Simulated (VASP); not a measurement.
These are RPBE GGA, VASP's PBE PAW potentials (set 64) (plane waves; VASP) values and carry that method's errors.

The input files of a VASP run:

File POSCAR:
```
BaHfO3
1
    4.1491148776     0.0000000000     0.0000000000
    0.0000000000     4.1491148776     0.0000000000
    0.0000000000     0.0000000000     4.1491148776
Ba Hf O
1 1 3
Direct
  0.0000000000   0.0000000000   0.0000000000
  0.5000000000   0.5000000000   0.5000000000
  0.5000000000   0.0000000000   0.5000000000
  0.0000000000   0.5000000000   0.5000000000
  0.5000000000   0.5000000000   0.0000000000
```

INCAR:
```
ALGO  =  Normal
EDIFF  =  1E-7
ENCUT  =  520
GGA  =  RP
ISIF  =  2
ISMEAR  =  0
LASPH  =  .TRUE.
LCHARG  =  .FALSE.
LMAXMIX  =  6
LREAL  =  .FALSE.
LWAVE  =  .FALSE.
NELM  =  100
PREC  =  Accurate
SIGMA  =  0.05
SYSTEM  =  BaHfO3
```

File KPOINTS:
```
K-points
0
Gamma
5 5 5
0 0 0
```

POTCAR, in this order: Ba_sv Hf_pv O (PBE.64 set). Program: vasp_std.

Output of the run:

File OUTCAR:
```
 ion  position               nearest neighbor table
   1  0.000  0.000  0.000-   3 2.93   4 2.93   5 2.93   3 2.93   4 2.93   4 2.93   5 2.93   4 2.93
                             3 2.93   5 2.93   3 2.93   5 2.93   2 3.59   2 3.59   2 3.59   2 3.59
   2  0.500  0.500  0.500-   3 2.07   4 2.07   5 2.07   5 2.07   3 2.07   4 2.07   1 3.59   1 3.59
                             1 3.59   1 3.59   1 3.59   1 3.59   1 3.59   1 3.59
   3  0.500  0.000  0.500-   2 2.07   2 2.07   1 2.93   1 2.93   1 2.93   1 2.93
   4  0.000  0.500  0.500-   2 2.07   2 2.07   1 2.93   1 2.93   1 2.93   1 2.93
   5  0.500  0.500  0.000-   2 2.07   2 2.07   1 2.93   1 2.93   1 2.93   1 2.93
  LATTYP: Found a simple cubic cell.
 ALAT       =     4.1491148776
 Subroutine PRICEL returns:
 Original cell was already a primitive cell.
 Subroutine GETGRP returns: Found 48 space group operations
The static configuration has the point symmetry O_h .
The dynamic configuration has the point symmetry O_h .
 Subroutine INISYM returns: Found 48 space group operations
 Subroutine IBZKPT returns following result:
 Found     10 irreducible k-points:

 Following reciprocal coordinates:
            Coordinates               Weight
  0.000000  0.000000  0.000000      1.000000
  0.200000  0.000000  0.000000      6.000000
  0.400000  0.000000  0.000000      6.000000
  0.200000  0.200000  0.000000     12.000000
...
```

### OSZICAR
```
       N       E                     dE             d eps       ncg     rms          rms(c)
DAV:   1     0.245899212178E+03    0.24590E+03   -0.21778E+04   460   0.162E+03
DAV:   2    -0.341614729621E+02   -0.28006E+03   -0.27587E+03   566   0.359E+02
DAV:   3    -0.480500497590E+02   -0.13889E+02   -0.13864E+02   603   0.786E+01
DAV:   4    -0.483235866959E+02   -0.27354E+00   -0.27347E+00   661   0.104E+01
DAV:   5    -0.483295709449E+02   -0.59842E-02   -0.59839E-02   619   0.104E+00    0.617E+01
DAV:   6    -0.414215828851E+02    0.69080E+01   -0.40941E+01   530   0.384E+01    0.536E+01
DAV:   7    -0.413935835312E+02    0.27999E-01   -0.22103E+00   624   0.987E+00    0.333E+01
DAV:   8    -0.414159359416E+02   -0.22352E-01   -0.31688E-01   572   0.492E+00    0.530E+00
DAV:   9    -0.414003568907E+02    0.15579E-01   -0.10036E-01   572   0.197E+00    0.162E+00
DAV:  10    -0.414009581343E+02   -0.60124E-03   -0.11333E-02   594   0.756E-01    0.545E-01
DAV:  11    -0.414008389716E+02    0.11916E-03   -0.68389E-04   587   0.187E-01    0.226E-01
DAV:  12    -0.414009330158E+02   -0.94044E-04   -0.21897E-04   572   0.108E-01    0.197E-01
DAV:  13    -0.414009447207E+02   -0.11705E-04   -0.26068E-05   708   0.345E-02    0.811E-03
DAV:  14    -0.414009454193E+02   -0.69858E-06   -0.17811E-06   616   0.102E-02    0.185E-02
DAV:  15    -0.414009452584E+02    0.16085E-06   -0.26804E-06   558   0.121E-02    0.102E-03
DAV:  16    -0.414009453578E+02   -0.99340E-07   -0.10787E-07   522   0.216E-03
   1 F= -.41400945E+02 E0= -.41400945E+02  d E =-.316919E-12
```

### OUTCAR
```
------------------------ aborting loop because EDIFF is reached ----------------------------------------
  FORCE on cell =-STRESS in cart. coord.  units (eV):
  Direction    XX          YY          ZZ          XY          YZ          ZX
  --------------------------------------------------------------------------------------
  Total        4.6205362      4.6205362      4.6205362     -0.0000000     -0.0000000     -0.0000000
  in kB      103.6421910    103.6421910    103.6421910     -0.0000000     -0.0000000     -0.0000000
  external PRESSURE =     103.6421910 kB  Pullay stress =       0.0000000 kB
  volume of cell :       71.43
      direct lattice vectors                 reciprocal lattice vectors
     4.149114878  0.000000000  0.000000000     0.241015260  0.000000000  0.000000000
     0.000000000  4.149114878  0.000000000     0.000000000  0.241015260  0.000000000
     0.000000000  0.000000000  4.149114878     0.000000000  0.000000000  0.241015260
 POSITION                                       TOTAL-FORCE (eV/Angst)
 -----------------------------------------------------------------------------------
      0.00000      0.00000      0.00000         0.000000      0.000000      0.000000
      2.07456      2.07456      2.07456         0.000000      0.000000      0.000000
      2.07456      0.00000      2.07456         0.000000      0.000000      0.000000
      0.00000      2.07456      2.07456         0.000000      0.000000      0.000000
      2.07456      2.07456      0.00000         0.000000      0.000000      0.000000
 -----------------------------------------------------------------------------------
    total drift:                                0.000000     -0.000000     -0.000000
  FREE ENERGIE OF THE ION-ELECTRON SYSTEM (eV)
  ---------------------------------------------------
  free  energy   TOTEN  =       -41.4009453578 eV

  energy  without entropy=      -41.4009453578  energy(sigma->0) =      -41.40094536
```
(Selected blocks of OUTCAR.)

The compound is BaHfO3 in the cubic perovskite structure. This cell is one point of a volume scan, at 0.94 of the reference volume.
